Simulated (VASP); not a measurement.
A cell of GdN (rock salt) near equilibrium:

```xyz
2
Lattice="0.0000 2.4900 2.4900 2.4900 0.0000 2.4900 2.4900 2.4900 0.0000" Properties=species:S:1:pos:R:3 pbc="T T T"
Gd     0.0000     0.0000     0.0000
N      2.4900     2.4900     2.4900
```

The numbers are results of PBE GGA, VASP's PBE PAW potentials (set 64) (plane waves; VASP 6.6.1), not measurements.

The 4f electrons are frozen in the core of the lanthanide potential, so 4f levels, which can set the real gap, and their magnetism are missing.

| run | ΔE (meV/atom) | σxx | σyy | σzz | largest shear component, with its sign (GPa) | largest force (eV/Å) |
|---|---|---|---|---|---|---|
| as it is | 0.0 | 0.04 | 0.04 | 0.04 | 0.00 | 0.000 |
| after one change | 68.3 | 17.27 | 17.27 | 17.27 | 0.00 | 0.000 |
Stress is in GPa, positive when the cell is compressed.

### Question
What was changed between the two runs?
A. uniaxial strain of +4.0 % along y
B. uniaxial strain of -3.0 % along z
C. isotropic strain of -3.0 %
D. atom 2 (N) moved by -0.025 Å along y

### Answer
C, isotropic strain of -3.0 %

The compound is GdN in the rock salt structure. The cell was not relaxed at this level.
